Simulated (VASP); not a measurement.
```yaml
crystal:
  lattice:
    - [0.00000, 2.67877, 2.67877]
    - [2.67877, 0.00000, 2.67877]
    - [2.67877, 2.67877, 0.00000]
  atoms:
    - { symbol: Si, position: [0.25000, 0.25000, 0.25000] }
    - { symbol: Si, position: [0.75000, 0.75000, 0.75000] }
    - { symbol: Ni, position: [0.00000, 0.00000, 0.00000] }
```

These are LDA (Ceperley-Alder, Perdew-Zunger), VASP's LDA PAW potentials (set 64) (plane waves; VASP) values and carry that method's errors. Settings: 530 eV cut-off, 9×9×9 Γ-centred mesh, first-order Methfessel-Paxton smearing of 0.10 eV, potentials Si Ni.

Finite-difference elastic constants of metals are sensitive to mesh and smearing; shear constants can be off by tens of GPa.

**Question.** Give the elastic stiffness tensor with the ions relaxed (GPa, in the frame of the cell).

**Answer.** 
```csv
,xx,yy,zz,yz,xz,xy
xx,201,139,139,0.0,0.0,0.0
yy,139,201,139,0.0,0.0,0.0
zz,139,139,201,0.0,0.0,0.0
yz,0.0,0.0,0.0,67.1,0.0,0.0
xz,0.0,0.0,0.0,0.0,67.1,0.0
xy,0.0,0.0,0.0,0.0,0.0,67.1
```

**Question.** Estimate the Hill bulk modulus, Hill shear modulus, Young's modulus, Poisson's ratio.

**Answer.** 
- Hill bulk modulus: 160 GPa
- Hill shear modulus: 49.4 GPa
- Young's modulus: 134 GPa
- Poisson's ratio: 0.360

The structure comes from a computed database's Si2Ni entry (Fm-3m); how it stands against other phases isn't given here. It was relaxed first. The run is not spin-polarised, so no magnetic state was tried.
